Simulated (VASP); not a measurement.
Output of a VASP run:

OSZICAR:
```
...
DAV:   7    -0.541335729373E+02   -0.51189E+00   -0.16824E+01   936   0.451E+01    0.147E+01
DAV:   8    -0.544098981211E+02   -0.27633E+00   -0.93625E+00   992   0.259E+01    0.680E+00
DAV:   9    -0.539078983403E+02    0.50200E+00   -0.76602E+00   960   0.266E+01    0.299E+00
DAV:  10    -0.539950474167E+02   -0.87149E-01   -0.43104E-01   936   0.747E+00    0.564E-01
DAV:  11    -0.540007258741E+02   -0.56785E-02   -0.62101E-02  1088   0.210E+00    0.318E-01
DAV:  12    -0.540193125012E+02   -0.18587E-01   -0.71222E-03   728   0.864E-01    0.217E-01
DAV:  13    -0.540157296186E+02    0.35829E-02   -0.12131E-02   888   0.117E+00    0.425E-01
DAV:  14    -0.540200746044E+02   -0.43450E-02   -0.31552E-03   848   0.625E-01    0.195E-01
DAV:  15    -0.540205522448E+02   -0.47764E-03   -0.19798E-03   984   0.473E-01    0.268E-02
DAV:  16    -0.540205576299E+02   -0.53851E-05   -0.59931E-05   800   0.768E-02    0.205E-02
DAV:  17    -0.540205552756E+02    0.23544E-05   -0.16112E-05  1064   0.366E-02    0.169E-02
DAV:  18    -0.540205567287E+02   -0.14531E-05   -0.68862E-06   720   0.285E-02    0.103E-02
DAV:  19    -0.540205573121E+02   -0.58344E-06   -0.12680E-06   456   0.154E-02
   1 F= -.54020557E+02 E0= -.54020557E+02  d E =-.540206E+02
       N       E                     dE             d eps       ncg     rms          rms(c)
DAV:   1    -0.543524729681E+02   -0.33192E+00   -0.10821E+01   680   0.338E+01    0.915E+00
DAV:   2    -0.541251693732E+02    0.22730E+00   -0.36356E+00   960   0.210E+01    0.277E+00
DAV:   3    -0.540675652884E+02    0.57604E-01   -0.21433E+00   952   0.122E+01    0.335E+00
DAV:   4    -0.540120070734E+02    0.55558E-01   -0.53804E-01   952   0.694E+00    0.165E-01
DAV:   5    -0.540123117356E+02   -0.30466E-03   -0.13240E-02  1000   0.116E+00    0.401E-01
DAV:   6    -0.540093751548E+02    0.29366E-02   -0.55306E-03  1160   0.666E-01    0.154E-01
DAV:   7    -0.540124356423E+02   -0.30605E-02   -0.34384E-03   984   0.582E-01    0.254E-01
DAV:   8    -0.540124174577E+02    0.18185E-04   -0.43684E-03  1032   0.712E-01    0.393E-02
DAV:   9    -0.540126961016E+02   -0.27864E-03   -0.42068E-04   744   0.237E-01    0.239E-02
DAV:  10    -0.540127724583E+02   -0.76357E-04   -0.95520E-05  1176   0.961E-02    0.141E-02
DAV:  11    -0.540127727374E+02   -0.27900E-06   -0.49942E-06   696   0.176E-02
   2 F= -.54012773E+02 E0= -.54012773E+02  d E =0.778457E-02
       N       E                     dE             d eps       ncg     rms          rms(c)
DAV:   1    -0.541409329662E+02   -0.12816E+00   -0.35576E+00   704   0.200E+01    0.511E+00
DAV:   2    -0.540444490946E+02    0.96484E-01   -0.58720E-01   872   0.840E+00    0.100E+00
DAV:   3    -0.540463514098E+02   -0.19023E-02   -0.35839E-01   952   0.529E+00    0.157E+00
DAV:   4    -0.540308937198E+02    0.15458E-01   -0.10493E-01   952   0.310E+00    0.149E-01
DAV:   5    -0.540306166218E+02    0.27710E-03   -0.33234E-03   968   0.426E-01    0.104E-01
DAV:   6    -0.540309907132E+02   -0.37409E-03   -0.63650E-04  1000   0.233E-01    0.109E-01
DAV:   7    -0.540308545130E+02    0.13620E-03   -0.41593E-04  1056   0.176E-01    0.280E-02
DAV:   8    -0.540311275806E+02   -0.27307E-03   -0.18883E-04   664   0.175E-01    0.152E-02
DAV:   9    -0.540311674409E+02   -0.39860E-04   -0.69102E-05  1072   0.771E-02    0.776E-03
DAV:  10    -0.540311688671E+02   -0.14261E-05   -0.46344E-06   776   0.219E-02    0.276E-03
DAV:  11    -0.540311697028E+02   -0.83570E-06   -0.26377E-07   368   0.635E-03
   3 F= -.54031170E+02 E0= -.54031170E+02  d E =-.106124E-01
```

File OUTCAR:
```
------------------------ aborting loop because EDIFF is reached ----------------------------------------
  FORCE on cell =-STRESS in cart. coord.  units (eV):
  Direction    XX          YY          ZZ          XY          YZ          ZX
  --------------------------------------------------------------------------------------
  Total       -0.0069033     -0.0069033     -0.0069033     -0.0000000     -0.0000000     -0.0000000
  in kB       -0.2755376     -0.2755376     -0.2755376     -0.0000000     -0.0000000     -0.0000000
  external PRESSURE =      -0.2755376 kB  Pullay stress =       0.0000000 kB
  volume of cell :       40.14
      direct lattice vectors                 reciprocal lattice vectors
     0.000000000  2.717605724  2.717605724    -0.183985482  0.183985482  0.183985482
     2.717605724 -0.000000000  2.717605724     0.183985482 -0.183985482  0.183985482
     2.717605724  2.717605724  0.000000000     0.183985482  0.183985482 -0.183985482
 POSITION                                       TOTAL-FORCE (eV/Angst)
 -----------------------------------------------------------------------------------
      0.00000      0.00000      0.00000         0.000000     -0.000000      0.000000
      1.35880      1.35880      1.35880        -0.000000     -0.000000     -0.000000
      4.07641      4.07641      4.07641         0.000000      0.000000      0.000000
 -----------------------------------------------------------------------------------
    total drift:                                0.000000     -0.000000      0.000000
  FREE ENERGIE OF THE ION-ELECTRON SYSTEM (eV)
  ---------------------------------------------------
  free  energy   TOTEN  =       -54.0311697028 eV

  energy  without entropy=      -54.0311697028  energy(sigma->0) =      -54.03116970

 reached required accuracy - stopping structural energy minimisation
```
(Selected blocks of OUTCAR.)

### POSCAR
```
CeO2
1
   -0.0000000000     2.6987957888     2.6987957888
    2.6987957888    -0.0000000000     2.6987957888
    2.6987957888     2.6987957888    -0.0000000000
Ce O
1 2
Direct
  0.0000000000   0.0000000000   0.0000000000
  0.2500000000   0.2500000000   0.2500000000
  0.7500000000   0.7500000000   0.7500000000
```

**Question.** Reconstruct the remaining input files.

**Answer.** One answer among several that fit: the input of the run itself, r2SCAN meta-GGA, plane waves, VASP's PBE PAW potentials (set 64).

INCAR:
```
# general
SYSTEM =CeO2
PREC   =Accurate
ENCUT  =530
LREAL  =.False.
LASPH  =.True.

# electronic loop
EDIFF  =1E-6
NELM   =100
ALGO   =Normal
LMAXMIX=6
LMIXTAU=.True.

# smearing
ISMEAR =0
SIGMA  =0.05

# functional
METAGGA=R2SCAN

# ions
IBRION =2
NSW    =60
ISIF   =3
EDIFFG =-0.02

# output
LWAVE  =.False.
LCHARG =.False.
```

**KPOINTS**
```
Automatic
0
gamma
7 7 7
0 0 0
```

POTCAR, in this order: Ce O (PBE.64 set). Program: vasp_std.

Energy and stress use the plane-wave basis of the starting cell.

The compound is CeO2 in the fluorite structure. This run relaxes it. Symmetry was kept, so distortions that lower it aren't found. The start is the result of an earlier pass. The run is not spin-polarised, so no magnetic state was tried.
